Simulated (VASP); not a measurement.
Output of a VASP run:

File OUTCAR:
```
 ion  position               nearest neighbor table
   1  0.000  0.000  0.000-
  LATTYP: Found a face centered cubic cell.
 ALAT       =     3.8826960434
 Subroutine PRICEL returns:
 Original cell was already a primitive cell.
 Subroutine GETGRP returns: Found 48 space group operations
The static configuration has the point symmetry O_h .
The dynamic configuration has the point symmetry O_h .
 Subroutine INISYM returns: Found 48 space group operations
 Subroutine IBZKPT returns following result:
 Found    195 irreducible k-points:

 Following reciprocal coordinates:
            Coordinates               Weight
  0.000000  0.000000  0.000000      1.000000
  0.055556  0.000000  0.000000      8.000000
  0.111111  0.000000  0.000000      8.000000
  0.166667  0.000000  0.000000      8.000000
  0.222222  0.000000  0.000000      8.000000
  0.277778  0.000000  0.000000      8.000000
  0.333333  0.000000  0.000000      8.000000
  0.388889  0.000000  0.000000      8.000000
  0.444444  0.000000  0.000000      8.000000
  0.500000  0.000000  0.000000      4.000000
  0.055556  0.055556  0.000000      6.000000
  0.111111  0.055556  0.000000     24.000000
  0.166667  0.055556  0.000000     24.000000
  0.222222  0.055556  0.000000     24.000000
  0.277778  0.055556  0.000000     24.000000
  0.333333  0.055556  0.000000     24.000000
  0.388889  0.055556  0.000000     24.000000
  0.444444  0.055556  0.000000     24.000000
  0.500000  0.055556  0.000000     24.000000
 -0.444444  0.055556  0.000000     24.000000
 -0.388889  0.055556  0.000000     24.000000
 -0.333333  0.055556  0.000000     24.000000
 -0.277778  0.055556  0.000000     24.000000
 -0.222222  0.055556  0.000000     24.000000
 -0.166667  0.055556  0.000000     24.000000
 -0.111111  0.055556  0.000000     24.000000
 -0.055556  0.055556  0.000000     12.000000
  0.111111  0.111111  0.000000      6.000000
  0.166667  0.111111  0.000000     24.000000
  0.222222  0.111111  0.000000     24.000000
  0.277778  0.111111  0.000000     24.000000
  0.333333  0.111111  0.000000     24.000000
  0.388889  0.111111  0.000000     24.000000
  0.444444  0.111111  0.000000     24.000000
  0.500000  0.111111  0.000000     24.000000
 -0.444444  0.111111  0.000000     24.000000
 -0.388889  0.111111  0.000000     24.000000
 -0.333333  0.111111  0.000000     24.000000
 -0.277778  0.111111  0.000000     24.000000
 -0.222222  0.111111  0.000000     24.000000
   k-points           NKPTS =    195   k-points in BZ     NKDIM =    195   number of bands    NBANDS=      8
   number of dos      NEDOS =    601   number of ions     NIONS =      1
   total plane-waves  NPLWV =   8000
   dimension x,y,z NGX =    20 NGY =   20 NGZ =   20
   dimension x,y,z NGXF=    40 NGYF=   40 NGZF=   40
   ions per type =               1
   PREC   = accura    normal or accurate (medium, high low for compatibility)
   ISTART =      0    job   : 0-new  1-cont  2-samecut
   ICHARG =      2    charge: 1-file 2-atom 10-const
   ISPIN  =      1    spin polarized calculation?
   LNONCOLLINEAR =      F non collinear calculations
   LSORBIT =      F    spin-orbit coupling
   INIWAV =      1    electr: 0-lowe 1-rand  2-diag
   ENCUT  =  520.0 eV  38.22 Ry    6.18 a.u.   5.10  5.10  5.10*2*pi/ulx,y,z
   NELM   =    100;   NELMIN=  2; NELMDL= -5     # of ELM steps
   EDIFF  = 0.1E-06   stopping-criterion for ELM
   LREAL  =      F    real-space projection
   NLSPLINE    = F    spline interpolate recip. space projectors
   LMAXMIX     =    6 max onsite mixed and CHGCAR
   VOSKOWN=      0    Vosko Wilk Nusair interpolation
   EDIFFG = 0.1E-05   stopping-criterion for IOM
   NSW    =      0    number of steps for IOM
   NBLOCK =      1;   KBLOCK =      1    inner block; outer block
   IBRION =     -1    ionic relax: 0-MD 1-quasi-New 2-CG
   NFREE  =      0    steps in history (QN), initial steepest desc. (CG)
...
```

File OSZICAR:
```
       N       E                     dE             d eps       ncg     rms          rms(c)
DAV:   1     0.428492506321E+02    0.42849E+02   -0.44257E+03  3184   0.102E+03
DAV:   2    -0.822099734004E+01   -0.51070E+02   -0.49550E+02  3136   0.204E+02
DAV:   3    -0.885598431366E+01   -0.63499E+00   -0.63435E+00  4504   0.312E+01
DAV:   4    -0.885991131034E+01   -0.39270E-02   -0.39249E-02  3976   0.178E+00
DAV:   5    -0.885994250922E+01   -0.31199E-04   -0.30967E-04  4672   0.986E-02    0.137E+01
DAV:   6    -0.840499296124E+01    0.45495E+00   -0.99694E-01  3640   0.140E+01    0.565E+00
DAV:   7    -0.832467541517E+01    0.80318E-01   -0.30691E-01  4024   0.723E+00    0.157E+00
DAV:   8    -0.831953167766E+01    0.51437E-02   -0.21086E-03  3416   0.721E-01    0.512E-01
DAV:   9    -0.831881420137E+01    0.71748E-03   -0.68723E-04  4176   0.428E-01    0.157E-02
DAV:  10    -0.831882376723E+01   -0.95659E-05   -0.39095E-06  4264   0.198E-02    0.518E-03
DAV:  11    -0.831882416607E+01   -0.39884E-06   -0.10159E-07  3872   0.398E-03    0.592E-04
DAV:  12    -0.831882397247E+01    0.19360E-06   -0.83235E-09  2064   0.126E-03    0.942E-05
DAV:  13    -0.831882395383E+01    0.18631E-07   -0.38894E-10  1744   0.298E-04
   1 F= -.83188240E+01 E0= -.83188240E+01  d E =0.000000E+00
```

**OUTCAR**
```
------------------------ aborting loop because EDIFF is reached ----------------------------------------
  FORCE on cell =-STRESS in cart. coord.  units (eV):
  Direction    XX          YY          ZZ          XY          YZ          ZX
  --------------------------------------------------------------------------------------
  Total        0.0055816      0.0055816      0.0055816      0.0000000      0.0000000      0.0000000
  in kB        0.6111260      0.6111260      0.6111260      0.0000000      0.0000000      0.0000000
  external PRESSURE =       0.6111260 kB  Pullay stress =       0.0000000 kB
  volume of cell :       14.63
      direct lattice vectors                 reciprocal lattice vectors
     0.000000000  1.941348022  1.941348022    -0.257552996  0.257552996  0.257552996
     1.941348022  0.000000000  1.941348022     0.257552996 -0.257552996  0.257552996
     1.941348022  1.941348022  0.000000000     0.257552996  0.257552996 -0.257552996
 POSITION                                       TOTAL-FORCE (eV/Angst)
 -----------------------------------------------------------------------------------
      0.00000      0.00000      0.00000        -0.000000      0.000000     -0.000000
 -----------------------------------------------------------------------------------
    total drift:                                0.000000      0.000000      0.000000
  FREE ENERGIE OF THE ION-ELECTRON SYSTEM (eV)
  ---------------------------------------------------
  free  energy   TOTEN  =        -8.3188239538 eV

  energy  without entropy=       -8.3188239538  energy(sigma->0) =       -8.31882395

 total charge

# of ion       s       p       d       tot
------------------------------------------
    1        0.656   0.698   6.933   8.287
```
(Selected blocks of OUTCAR.)

### POSCAR
```
Ir
1
    0.0000000000     1.9413480217     1.9413480217
    1.9413480217     0.0000000000     1.9413480217
    1.9413480217     1.9413480217     0.0000000000
Ir
1
Direct
  0.0000000000   0.0000000000   0.0000000000
```

### Question
Reconstruct the remaining input files.

### Answer
This is not unique; one that fits is the input of the run itself, revPBE GGA, plane waves, VASP's PBE PAW potentials (set 64).

### INCAR
```
SYSTEM = Ir
PREC = Accurate
ENCUT = 520
EDIFF = 1E-7
NELM = 100
ALGO = Normal
LREAL = .FALSE.
LASPH = .TRUE.
ISMEAR = -5
GGA = RE
LMAXMIX = 6
LWAVE = .FALSE.
LCHARG = .TRUE.
LORBIT = 11
NEDOS = 601
ISIF = 2
```

### KPOINTS
```
Automatic mesh
0
Gamma
18 18 18
0 0 0
```

POTCAR, in this order: Ir (PBE.64 set). Program: vasp_std.

For a metal the tetrahedron method with Blöchl corrections gives inexact stress and forces.

The compound is Ir in the fcc structure. It was relaxed first.
